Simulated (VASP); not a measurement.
Consider the following.

```
CELL_PARAMETERS angstrom
      0.00000     3.05578     3.05578
      3.05578     0.00000     3.05578
      3.05578     3.05578     0.00000
ATOMIC_POSITIONS crystal
  Be 0.25000 0.25000 0.25000
  Be 0.62470 0.62470 0.62470
  Be 0.12589 0.62470 0.62470
  Be 0.62470 0.12589 0.62470
  Be 0.62470 0.62470 0.12589
  Au 0.00000 0.00000 0.00000
```

Computed with PBE GGA, VASP's PBE PAW potentials (set 64) (plane waves; VASP). Run with 400 eV cut-off, 10×10×10 Γ-centred mesh, tetrahedra with Blöchl corrections, potentials Be Au.

The cores are frozen, which limits the accuracy of field gradients.

Task: Give the principal components of the electric field gradient (V/Å²) and the asymmetry η at each nucleus.

Result: 
```tsv
atom	Vxx	Vyy	Vzz	η
Be1	0.0	0.0	0.0	-
Be2	3.1	3.1	-6.2	0.00
Be3	3.1	3.1	-6.2	0.00
Be4	3.1	3.1	-6.2	0.00
Be5	3.1	3.1	-6.2	0.00
Au6	0.0	0.0	0.0	-
```

The compound is Be5Au in the sg216 structure. It was relaxed first.
